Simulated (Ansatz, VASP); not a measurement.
# Si (liquid Si at 1770 K): VASP beside Ansatz

Wanted: the spread between two codes on one cell, functional and k mesh. The cell is taken from a series of runs on this material, whose earlier steps may have relaxed, scaled, displaced or heated it; both programs get it as it stands.

Main program and level: Ansatz 0.2.0; plane waves, with VASP 6.6.1 beside it; single point at PBE.

## (1) The starting structure

The cell holds 115 atoms: 115 Si. Its edges and angles: a = 12.779 Å, b = 12.779 Å, c = 12.779 Å, α = 90.0°, β = 90.0°, γ = 90.0°. As first built, before any earlier steps moved the atoms (in the runner's words): 115 atoms (115 Si) placed at random at 2.57 g/cm^3, melted at 2500 K for 20 ps at fixed volume with the modified Tersoff potential (Kumagai, Izumi, Hara and Sakai, Comput. Mater. Sci. 39, 457 (2007)). Snapshot at the end of a hold of 20 ps at 1770 K and fixed volume.

## (2) Ansatz: single point, PBE, pair 1

Ansatz runs on its default PAW (the set named soft_2) files.

With cell and atoms fixed, the geometry can't cause a difference; cores, projectors, grids and the points listed under the comparison can.

File input.yaml:

```yaml
crystal:
  lattice:
    - [12.779, 0.0, 0.0]
    - [0.0, 12.779, 0.0]
    - [0.0, 0.0, 12.779]
  atoms:
    - { symbol: Si, position: [0.49623, 0.43912, 0.52088] }
    - { symbol: Si, position: [0.33011, 0.73917, 0.14382] }
    - { symbol: Si, position: [0.31778, 0.85279, 0.3358] }
    - { symbol: Si, position: [0.17617, 0.41505, 0.60936] }
    - { symbol: Si, position: [0.84108, 0.39775, 0.52832] }
    - { symbol: Si, position: [0.64041, 0.45706, 0.29286] }
    - { symbol: Si, position: [0.09325, 0.77932, 0.74373] }
    - { symbol: Si, position: [0.31269, 0.39925, 0.84225] }
    - { symbol: Si, position: [0.05819, 0.01531, 0.24032] }
    - { symbol: Si, position: [0.0521, 0.72378, 0.33186] }
    - { symbol: Si, position: [0.31066, 0.2233, 0.71441] }
    - { symbol: Si, position: [0.79296, 0.88887, 0.01493] }
    - { symbol: Si, position: [0.48789, 0.25894, 0.69771] }
    - { symbol: Si, position: [0.26906, 0.2462, 0.39299] }
    - { symbol: Si, position: [0.50976, 0.40246, 0.84822] }
    - { symbol: Si, position: [0.6107, 0.95569, 0.37104] }
    - { symbol: Si, position: [0.81275, 0.57523, 0.60273] }
    - { symbol: Si, position: [0.20304, 0.81114, 0.89279] }
    - { symbol: Si, position: [0.50556, 0.68267, 0.79663] }
    - { symbol: Si, position: [0.23394, 0.60114, 0.89896] }
    - { symbol: Si, position: [0.96252, 0.60553, 0.92025] }
    - { symbol: Si, position: [0.11257, 0.57678, 0.40352] }
    - { symbol: Si, position: [0.42106, 0.17735, 0.87981] }
    - { symbol: Si, position: [0.80822, 0.65024, 0.18368] }
    - { symbol: Si, position: [0.15801, 0.49424, 0.2456] }
    - { symbol: Si, position: [0.07102, 0.59653, 0.77368] }
    - { symbol: Si, position: [0.19077, 0.14513, 0.59076] }
    - { symbol: Si, position: [0.73027, 0.66697, 0.46961] }
    - { symbol: Si, position: [0.618, 0.76916, 0.2562] }
    - { symbol: Si, position: [0.93918, 0.07736, 0.61176] }
[... 79 atom lines left out ...]
    - { symbol: Si, position: [0.97407, 0.72869, 0.17258] }
    - { symbol: Si, position: [0.33816, 0.56451, 0.7197] }
    - { symbol: Si, position: [0.46974, 0.86989, 0.17923] }
    - { symbol: Si, position: [0.24804, 0.23236, 0.96913] }
    - { symbol: Si, position: [0.33979, 0.77688, 0.7449] }
    - { symbol: Si, position: [0.67908, 0.25566, 0.77096] }
kpoints:
  mp_grid: { grid: [1, 1, 1] }
hamiltonian:
  xc: pbe
scf:
  occupations: { method: fermi_dirac, width: 0.025 }
output:
  forces: true
```

The run is started by

```console
> ansatz run input.yaml --threads 4 --pin off --max-ram 8192MiB --backend cpu --events-out ev --progress --plain --runs-dir out
```

Numbers of over 12 decimals in the logs are rounded to 6 here.

The program printed:

```text
Engine: ansatz 0.2.0, aarch64-unknown-linux-gnu
Pseudopotentials: kind: paw
Pseudopotential: Si, paw, valence charge 4, recommended cutoff 420 eV (normal), Si.paw.azcp
Functional definition: PBE
  parameter kappa = 0.804
  parameter beta = 0.066725
  exchange = pbe_x(kappa = kappa, mu = beta*pi^2/3)
  correlation = pbe_c(beta = beta)
Crystal: 115 atoms, lattice volume = 2086.847 Å³
Basis set: ecut = 420 eV, 40651 PW (Γ), exchange–correlation on 180×180×180 points (8 copies of the dense FFT grid, shifted against one another)
Bands: 345, of which v1, the nominal top of the filled ones, is band 230 counted from 1 (229 counted from 0)
Symmetry: 1 space group operations
Space group: P1 (ITA 1), of the structure as read, at distance tolerance 1.3e-4 Å
k-points: 1
Non-local potential: Si, projectors of the file, l = 0: 2, l = 1: 2, l = 2: 2
PAW form: soft (Blöchl's): semilocal exchange-correlation on the pseudo side does not see the compensation charge
PAW one-centre angular grid: Si, 110 points (default); XC on 64 Gauss nodes
Initial density: superposition of atomic densities (neutral atoms: chi_scale 0, normalization atom), corrected by the library's trained network
Initial wavefunctions: pseudopotential atomic-orbital guess
Functional: x = pbe(κ = 0.804, μ = 0.219515), c = pbe(β = 0.066725)
SCF iter   1: F=—  HF=-73059.152707 eV  |F-HF|=—  |Δ(HF+E_count)|=         —  Δρ=4.41e-3  dr2=1.41e0  ethr=1.77e-3  ⟨swp⟩=6.0  Hψ=1616  notcnv=0  defer=42
preconditioner: auto → Kerker (q_TF=auto, 2.120 Å⁻¹)  [metal: Δε(μ)=0.045 eV  Ē_g=7.444 eV  σ=0.025 eV  W_gap=0.41  n_scr=340 (ndim 8)  ℏωp=17.4 eV  f_vac=0.000  D(μ)=53.94/eV (n_scr^D=364)]
SCF iter   2: F=—  HF=-73059.021261 eV  |F-HF|=—  |Δ(HF+E_count)|=   1.31e-1  Δρ=2.51e-3  dr2=3.85e-1  ethr=3.06e-4  ⟨swp⟩=1.0  Hψ=397  notcnv=0  defer=80
SCF iter   3: F=—  HF=-73058.971766 eV  |F-HF|=—  |Δ(HF+E_count)|=   4.95e-2  Δρ=4.14e-4  dr2=6.44e-3  ethr=8.38e-5  ⟨swp⟩=3.0  Hψ=471  notcnv=0  defer=91
SCF iter   4: F=—  HF=-73058.971972 eV  |F-HF|=—  |Δ(HF+E_count)|=   2.05e-4  Δρ=1.16e-4  dr2=1.16e-3  ethr=1.40e-6  ⟨swp⟩=2.0  Hψ=479  notcnv=0  defer=91
SCF iter   5: F=—  HF=-73058.972042 eV  |F-HF|=—  |Δ(HF+E_count)|=   7.07e-5  Δρ=4.43e-5  dr2=1.27e-4  ethr=2.53e-7  ⟨swp⟩=3.0  Hψ=515  notcnv=0  defer=91
SCF iter   6: F=—  HF=-73058.972101 eV  |F-HF|=—  |Δ(HF+E_count)|=   5.86e-5  Δρ=1.45e-5  dr2=2.15e-5  ethr=2.76e-8  ⟨swp⟩=2.0  Hψ=423  notcnv=0  defer=91
SCF iter   7: F=—  HF=-73058.972040 eV  |F-HF|=—  |Δ(HF+E_count)|=   6.08e-5  Δρ=6.06e-6  dr2=2.65e-6  ethr=4.68e-9  ⟨swp⟩=2.0  Hψ=514  notcnv=0  defer=91
SCF iter   8: F=—  HF=-73058.972041 eV  |F-HF|=—  |Δ(HF+E_count)|=   1.24e-6  Δρ=2.04e-6  dr2=3.73e-7  ethr=5.77e-10  ⟨swp⟩=2.0  Hψ=423  notcnv=0  defer=91
SCF iter   9: F=-73058.972041 eV  HF=-73058.972041 eV  |F-HF|=3.22e-9  |Δ(HF+E_count)|=   1.38e-7  Δρ=7.29e-7  dr2=3.88e-8  ethr=2.17e-11  ⟨swp⟩=4.0  Hψ=1041  notcnv=0
SCF 1 converged in 9 iterations: F = -73058.972041 eV  dr2 = 3.88e-8
  greatest PAW one-centre occupation: 0.700 electrons in one spin orbital (limit 2), on the Si atom at site 19 (counted from 0), in its partial waves of l = 0
SCF converged after 9 iterations
Free energy (F): -73058.972041 eV
Harris-Foulkes:  -73058.972041 eV  (|F-HF|=3.22e-9)
Internal energy: -73058.852265 eV  (E = F + TS)
E sigma→0 (E₀):  -73058.912153 eV
Entropy (-TS):   -0.119777 eV (-1.042 meV/atom)
Fermi energy:    7.510293 eV
--- Per-component energies (eV) ---
  E_band       = 1042.708600
  E_kinetic    = 4581.302641
  E_local      = -2470.318443  (includes V_loc(G=0)·N_el)
  E_nonlocal   = 2959.782207
  E_hartree    = 794.633865
  E_xc         = -6350.039818
  E_vxc        = -5377.568211  (∫ρ·V_xc dr)
  E_paw        = -58921.346713  (= ΣΔE_a)
  E_vpaw       = -239.754752  (= ΣTr[D̂ρ^β])
  E_aug_tail   = 0.000782  (compensation charges beyond the density's cutoff)
  E_ewald      = -13652.866788
  E_smearing   = -0.119777  (= −TS)
  E_closure    = -0.000000  (closes the sum)
  Σ components = -73058.972041   (vs F -73058.972041, Δ=0.00e0)
--- Forces (eV/Å), atoms counted from 1 ---
  atom   1  Si    -0.44522385    -0.15082074     0.02202293
  atom   2  Si    -0.34005242    -0.49649109     0.06925426
  atom   3  Si    -0.49200451    -0.97288420    -0.20271063
  atom   4  Si     0.08375274    -1.55240451     0.41816294
  atom   5  Si    -0.19432824    -0.10376925    -0.33977821
  atom   6  Si     0.57329849    -0.38333649    -0.55121083
  atom   7  Si     1.12132708    -1.28015902    -1.21187714
  atom   8  Si     0.14870967     0.01545380    -0.98754408
  atom   9  Si    -0.20611327     0.11962814     0.34932342
  atom  10  Si    -0.50872657     0.42315317     0.81727421
  atom  11  Si    -0.77306844     0.57271259     0.19007304
  atom  12  Si    -0.68234968     0.23351452     0.76121263
  atom  13  Si     1.13349424     0.19344977    -0.33649646
  atom  14  Si    -0.44219584     0.57920526     0.42816498
  atom  15  Si    -0.44946182     0.13839286    -0.41913761
  atom  16  Si     0.34792114    -1.55352596     0.44163177
  atom  17  Si    -0.37852859    -0.57116350     0.21826226
  atom  18  Si     0.44638017    -0.73711385     0.70298929
  atom  19  Si    -0.26183242     0.20167237     0.19160434
  atom  20  Si     0.03237484     0.45733893    -0.53477740
  atom  21  Si    -0.17200827    -1.11051109     0.42438803
  atom  22  Si     0.85433000    -0.95095457     0.45465826
  atom  23  Si    -0.19798298    -0.50080777    -0.43216885
  atom  24  Si    -0.20166311     1.40736168     0.43691952
[...]
atom 108  Si    -0.36074715    -0.02037094     0.53875946
  atom 109  Si     0.53038053    -1.51263159     1.05326702
  atom 110  Si    -0.01349954    -0.87820674    -0.97800999
  atom 111  Si     0.63322437     0.41914988     1.19325158
  atom 112  Si     0.13352308     0.55012189    -0.02890708
  atom 113  Si     0.53170635     0.07313360    -0.29189283
  atom 114  Si     1.46144092    -0.79386950     0.06497395
  atom 115  Si     0.47673560    -0.21061780     0.07999045
  max |Σ_I F_I| component: 1.97e-5 eV/Å
```

## (3) VASP: single point, PBE, pair 1

The same cell, functional, mesh and smearing now go to VASP, with its own data sets.

Lines of VASP's logs that name or quote its potential files are left out, and so is its time.

File INCAR:

```
SYSTEM = Si
PREC = Accurate
ENCUT = 400
EDIFF = 1E-06
NELM = 120
ISMEAR = -1
SIGMA = 0.025
LREAL = Auto
ALGO = Normal
GGA = PE
NBANDS = 320
LORBIT = 11
LWAVE = .FALSE.
LCHARG = .FALSE.
ISIF = 2
LASPH = .TRUE.
GGA_COMPAT = .FALSE.
NCORE = 4
```

File POSCAR:

```
Si
1.0
   12.7790000000      0.0000000000      0.0000000000
    0.0000000000     12.7790000000      0.0000000000
    0.0000000000      0.0000000000     12.7790000000
Si
115
Direct
    0.4962300000      0.4391200000      0.5208800000
    0.3301100000      0.7391700000      0.1438200000
    0.3177800000      0.8527900000      0.3358000000
    0.1761700000      0.4150500000      0.6093600000
    0.8410800000      0.3977500000      0.5283200000
    0.6404100000      0.4570600000      0.2928600000
    0.0932500000      0.7793200000      0.7437300000
    0.3126900000      0.3992500000      0.8422500000
    0.0581900000      0.0153100000      0.2403200000
    0.0521000000      0.7237800000      0.3318600000
    0.3106600000      0.2233000000      0.7144100000
    0.7929600000      0.8888700000      0.0149300000
    0.4878900000      0.2589400000      0.6977100000
    0.2690600000      0.2462000000      0.3929900000
    0.5097600000      0.4024600000      0.8482200000
    0.6107000000      0.9556900000      0.3710400000
    0.8127500000      0.5752300000      0.6027300000
    0.2030400000      0.8111400000      0.8927900000
    0.5055600000      0.6826700000      0.7966300000
    0.2339400000      0.6011400000      0.8989600000
    0.9625200000      0.6055300000      0.9202500000
    0.1125700000      0.5767800000      0.4035200000
    0.4210600000      0.1773500000      0.8798100000
    0.8082200000      0.6502400000      0.1836800000
    0.1580100000      0.4942400000      0.2456000000
    0.0710200000      0.5965300000      0.7736800000
    0.1907700000      0.1451300000      0.5907600000
    0.7302700000      0.6669700000      0.4696100000
    0.6180000000      0.7691600000      0.2562000000
    0.9391800000      0.0773600000      0.6117600000
[... 79 atom lines left out ...]
    0.9740700000      0.7286900000      0.1725800000
    0.3381600000      0.5645100000      0.7197000000
    0.4697400000      0.8698900000      0.1792300000
    0.2480400000      0.2323600000      0.9691300000
    0.3397900000      0.7768800000      0.7449000000
    0.6790800000      0.2556600000      0.7709600000
```

File KPOINTS:

```
Automatic mesh
0
Gamma
1 1 1
0 0 0
```

Potentials, in the order of the species: Si (PBE family, release 64).

The run is started by

```console
> mpirun -np 16 vasp_gam
```

The program printed:

```text
[banner, memory and clock lines left out]
running   16 mpi-ranks, on    1 nodes
[...]
LDA part: xc-table for (Slater+PW92), standard interpolation
 POSCAR, INCAR and KPOINTS ok, starting setup
[...]
entering main loop
       N       E                     dE             d eps       ncg     rms          rms(c)
DAV:   1     0.191157370553E+04    0.19116E+04   -0.17257E+05   640   0.104E+03
DAV:   2    -0.321953778708E+03   -0.22335E+04   -0.20600E+04   840   0.194E+02
DAV:   3    -0.563365638538E+03   -0.24141E+03   -0.23017E+03   792   0.568E+01
DAV:   4    -0.571452905089E+03   -0.80873E+01   -0.79449E+01   792   0.118E+01
[...]
DAV:  15    -0.564484033355E+03   -0.23826E-04   -0.99453E-05   736   0.168E-02    0.205E-02
DAV:  16    -0.564484037034E+03   -0.36796E-05   -0.28912E-05   728   0.855E-03    0.901E-03
DAV:  17    -0.564484037710E+03   -0.67610E-06   -0.68568E-06   768   0.406E-03
   1 F= -.56448404E+03 E0= -.56442415E+03  d E =-.119783E+00
```

From OUTCAR (step 3):

```text
  Total       -6.6682634      9.3154360    -18.9889749      0.7636675     -3.6346090      7.1055974
  in kB       -5.1195609      7.1519284    -14.5787904      0.5863059     -2.7904720      5.4553242
  external PRESSURE =      -4.1821410 kB  Pullay stress =       0.0000000 kB

  FREE ENERGIE OF THE ION-ELECTRON SYSTEM (eV)
  ---------------------------------------------------
  free  energy   TOTEN  =      -564.4840377103 eV

  energy  without entropy=     -564.3642545427  energy(sigma->0) =     -564.42414613

[... 2 further parts left out ...]
[key lines of the parts left out:]
E-fermi :   7.0661
```

The run ends at a pressure of -0.42 GPa, with forces up to 3.4 eV/Å.

## (4) Differences

Known differences besides the potentials themselves: the cutoff is 420 eV in Ansatz and 400 eV in VASP (PREC = Accurate, projectors in real space). Total energies have different zeros and are not compared.

Forces on 8 of the 115 atoms, those with the largest forces and the largest differences (eV/Å; atoms numbered as in POSCAR):

```
atom         Ansatz x, y, z           VASP x, y, z
Si32  -1.614, -2.086, 0.755  -1.608, -2.087, 0.749
Si39   -2.063, 0.099, 1.459   -2.058, 0.095, 1.451
Si46   -0.982, 2.352, 1.075   -0.978, 2.341, 1.068
Si60   0.640, -2.640, 0.369   0.639, -2.631, 0.367
Si67  -0.798, -2.335, 0.180  -0.794, -2.324, 0.178
Si69  -1.540, 2.992, -0.787  -1.535, 2.977, -0.784
Si81  1.156, -2.111, -1.575  1.151, -2.103, -1.569
Si94   0.000, 2.980, -0.358  -0.001, 2.968, -0.358
```

The forces differ by 3.7 meV/Å r.m.s., which is 0.5 % of the r.m.s. force of 0.745 eV/Å (both taken over all components).

## (5) VASP: single point, PBE, pair 2

A single point gives forces, pressure and levels at one fixed geometry, so differences don't come from the geometry; what else differs is listed under the comparison.

Changes to INCAR since step 3:

```diff
@@ -2,3 +2,3 @@
 PREC = Accurate
-ENCUT = 400
+ENCUT = 500
 EDIFF = 1E-06
@@ -17,2 +17,3 @@
 GGA_COMPAT = .FALSE.
+EFERMI = MIDGAP
 NCORE = 4
```

File POSCAR:

```
Si
1.0
   12.7790000000      0.0000000000      0.0000000000
    0.0000000000     12.7790000000      0.0000000000
    0.0000000000      0.0000000000     12.7790000000
Si
115
Direct
    0.4902200000      0.4878700000      0.5376300000
    0.3118800000      0.6839200000      0.1114400000
    0.3420500000      0.8676300000      0.3263700000
    0.1196300000      0.3647000000      0.6109000000
    0.7706000000      0.4101300000      0.5327500000
    0.6423300000      0.5195600000      0.2804100000
    0.0917300000      0.7503500000      0.7015200000
    0.3185500000      0.3869000000      0.8127300000
    0.0155800000      0.9946000000      0.2011700000
    0.1122500000      0.6984200000      0.3269500000
    0.3476500000      0.2411500000      0.6974000000
    0.7918600000      0.9162300000      0.0394000000
    0.5346100000      0.2312300000      0.7190400000
    0.3057500000      0.2674300000      0.4269000000
    0.4940400000      0.3680900000      0.8640500000
    0.5804600000      0.9375800000      0.3842200000
    0.7948500000      0.5733500000      0.6032700000
    0.1857700000      0.7973100000      0.8998300000
    0.4634500000      0.6372800000      0.8295000000
    0.2271700000      0.6232200000      0.8342500000
    0.9213500000      0.6183000000      0.8996300000
    0.1774000000      0.5394300000      0.3741500000
    0.4357700000      0.1608600000      0.8710200000
    0.7896300000      0.6324300000      0.2124600000
    0.2207900000      0.4493500000      0.2151100000
    0.0304400000      0.5790400000      0.7531600000
    0.1926300000      0.1846500000      0.6084800000
    0.6972500000      0.7054500000      0.5193700000
    0.6493100000      0.8339600000      0.2287700000
    0.9327500000      0.1074200000      0.6005400000
[... 79 atom lines left out ...]
    0.9852400000      0.6690700000      0.1961100000
    0.3431000000      0.5462400000      0.7109700000
    0.4801400000      0.8961000000      0.1862800000
    0.2467700000      0.1934400000      0.9687700000
    0.3554200000      0.8007400000      0.7667600000
    0.7134500000      0.3108200000      0.7608700000
```

KPOINTS is that of step 3.

The run is started by

```console
> mpirun -np 16 vasp_gam
```

The program printed:

```text
[... set-up lines as in an earlier step ...]
 entering main loop
       N       E                     dE             d eps       ncg     rms          rms(c)
DAV:   1     0.214930211551E+04    0.21493E+04   -0.19864E+05   640   0.125E+03
DAV:   2    -0.297623618115E+03   -0.24469E+04   -0.22631E+04   824   0.211E+02
DAV:   3    -0.574542878656E+03   -0.27692E+03   -0.26505E+03   800   0.608E+01
DAV:   4    -0.583961110501E+03   -0.94182E+01   -0.92678E+01   784   0.127E+01
[...]
DAV:  14    -0.577653106456E+03   -0.28295E-04   -0.11283E-04   728   0.157E-02    0.176E-02
DAV:  15    -0.577653112942E+03   -0.64859E-05   -0.23707E-05   752   0.676E-03    0.749E-03
DAV:  16    -0.577653113552E+03   -0.61026E-06   -0.33805E-06   616   0.272E-03
   1 F= -.57765311E+03 E0= -.57763502E+03  d E =-.361913E-01
```

(Continued in part 2 of 2.)

[Lines on the potential files, build, host, timing and source positions are cut from VASP's logs without a mark.]

[Logs are printed without paths, hosts, clocks, repeated set-up lines and the standing remarks that a program may print on its own settings, such as how far it seeks lower states.]

[Hosts, paths, dates, database ids (printed as entryN), source tags and the programs' standing remarks are cut or masked in the printed files.]
